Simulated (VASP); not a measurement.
OSZICAR of a VASP run on AuAl₂ (fluorite):

File OSZICAR:
```
       N       E                     dE             d eps       ncg     rms          rms(c)
DAV:   1     0.460790134057E+02    0.46079E+02   -0.57673E+03   752   0.874E+02
DAV:   2    -0.115757938742E+02   -0.57655E+02   -0.52527E+02   812   0.171E+02
DAV:   3    -0.131884049446E+02   -0.16126E+01   -0.15875E+01   872   0.282E+01
DAV:   4    -0.132018268126E+02   -0.13422E-01   -0.13417E-01   808   0.302E+00
DAV:   5    -0.132020215387E+02   -0.19473E-03   -0.19472E-03   892   0.391E-01    0.848E+00
DAV:   6    -0.121112238645E+02    0.10908E+01   -0.62793E+00   784   0.278E+01    0.410E+00
DAV:   7    -0.120358267306E+02    0.75397E-01   -0.30172E-01   752   0.637E+00    0.182E+00
DAV:   8    -0.120099163503E+02    0.25910E-01   -0.29852E-02   820   0.130E+00    0.408E-01
DAV:   9    -0.120087453070E+02    0.11710E-02   -0.41067E-03   804   0.761E-01    0.189E-01
DAV:  10    -0.120089015583E+02   -0.15625E-03   -0.26742E-04   740   0.128E-01    0.359E-02
DAV:  11    -0.120088978512E+02    0.37072E-05   -0.94085E-06   848   0.262E-02    0.139E-02
DAV:  12    -0.120089000516E+02   -0.22004E-05   -0.54384E-06   748   0.159E-02    0.340E-03
DAV:  13    -0.120089000913E+02   -0.39713E-07   -0.19470E-07   464   0.436E-03
   1 F= -.12008900E+02 E0= -.12007929E+02  d E =-.291424E-02
```

Question: Which electronic solver shows in the log?

Answer: It is blocked Davidson (ALGO = Normal, or the opening steps of other solvers). The INCAR had ALGO = Normal.

Question: Can the final energy be trusted as converged?

Answer: The run converged. It stopped with EDIFF = 1E-6, NELM = 100 (PBE GGA, plane waves, VASP's PBE PAW potentials (set 64)).

The compound is AuAl2 in the fluorite structure. The cell was not relaxed at this level. The run is one of a series of settings (ENCUT = 375 against the base run), some of them coarse on purpose. The electron count is odd and the run is not spin-polarised, which forces a metal.
